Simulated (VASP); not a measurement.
A convergence study with VASP on Cu (fcc): one setting is varied, all else stays as given below, so the limit is that of these other settings. Each run relaxes cell and ions from the cell shown. The basis is that of the starting cell, so low cut-offs carry a Pulay error.

```
Cu
1.0
    0.00000     1.80500     1.80500
    1.80500     0.00000     1.80500
    1.80500     1.80500     0.00000
Cu
1
Direct
  0.00000   0.00000   0.00000
```

Method: LDA (Ceperley-Alder, Perdew-Zunger), VASP's LDA PAW potentials (set 64) (plane waves; VASP 6.6.1). The tightest run used: 700 eV cut-off, 14×14×14 Γ-centred mesh, first-order Methfessel-Paxton smearing of 0.10 eV, potentials Cu.

**Question.** The settings run are ENCUT = 250; ENCUT = 300; ENCUT = 350; ENCUT = 400; ENCUT = 450; ENCUT = 500; ENCUT = 550; ENCUT = 600; ENCUT = 650; ENCUT = 700. From which on does the relaxed volume stay within 0.1 Å³/atom of the tightest run?

**Answer.** From ENCUT = 300 on: it is off by 0.060 there and by no more than 0.1 in any finer run, while ENCUT = 250 is off by 0.750.
| setting | relaxed volume (Å³/atom) | E (eV/atom) | plane waves | difference judged (Å³/atom) |
|---|---|---|---|---|
| ENCUT = 250 | 10.198 | -4.8280 | 113 | 0.750 |
| ENCUT = 300 | 10.889 | -4.7196 | 150 | 0.060 |
| ENCUT = 350 | 10.928 | -4.7169 | 190 | 0.021 |
| ENCUT = 400 | 10.896 | -4.7148 | 222 | 0.053 |
| ENCUT = 450 | 10.921 | -4.7105 | 271 | 0.028 |
| ENCUT = 500 | 10.950 | -4.7080 | 307 | 0.001 |
| ENCUT = 550 | 10.954 | -4.7075 | 354 | 0.005 |
| ENCUT = 600 | 10.949 | -4.7078 | 401 | 0.000 |
| ENCUT = 650 | 10.946 | -4.7078 | 459 | 0.002 |
| ENCUT = 700 | 10.949 | -4.7076 | 531 | 0.000 |

Left out are rungs that failed or repeat a setting and relaxations that didn't move; long series are thinned to 24 rows.

The compound is Cu in the fcc structure.
